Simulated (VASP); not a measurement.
CsTaS2:

```
CELL_PARAMETERS angstrom
3.54238 0.00000 0.00000
-1.77119 3.06779 0.00000
0.00000 0.00000 8.26848
ATOMIC_POSITIONS crystal
Cs 0.00000 0.00000 0.50000
Ta 0.33333 0.66667 0.00000
S 0.66667 0.33333 0.18177
S 0.66667 0.33333 0.81823
```

The cell was built by a generator and needn't be a form met in nature.

```yaml
Program: VASP 6.6.1
Task: relaxation of cell and atoms
Functional: PBE
Dispersion: TS
Potentials_or_basis: VASP PAW PBE potentials, release 64 (Cs_sv, Ta_pv, S)
Cutoff: 600 eV
k_mesh: 7 × 7 × 3
Occupations: fermi-dirac, width 0.05 eV
Spin: no spin polarisation
```

At the start: pressure 0.5 GPa; volume 22.46 Å³/atom.

Task: Where does the relaxation end?

Result: Over 8 steps the energy falls by 70.1 meV/atom and the volume is 22.27 Å³/atom (-0.9 %); space group P-6m2 (No. 187, to 0.05 Å).

Step by step:
```tsv
step	energy change (eV)	largest force (eV/Å)	pressure (GPa)	volume (Å³)
1	0.0000	0.1865	0.49	89.86
2	-0.2564	0.5482	-0.26	90.48
3	-0.2564	0.5448	-0.25	90.48
4	-0.2765	0.1631	-0.66	90.07
5	-0.2794	0.0366	-0.85	89.85
6	-0.2759	0.0471	1.16	88.04
7	-0.2806	0.0101	-0.24	89.29
8	-0.2806	0.0001	0.00	89.06
```

Final structure:
```xyz
4
Lattice="3.6620 0.0000 0.0000 -1.8310 3.1714 0.0000 0.0000 0.0000 7.6691" Properties=species:S:1:pos:R:3 pbc="T T T"
Cs   -1.8310    3.1714    3.8345
Ta    0.0000    2.1142    0.0000
S     1.8310    1.0571    1.4269
S     1.8310    1.0571    6.2422
```
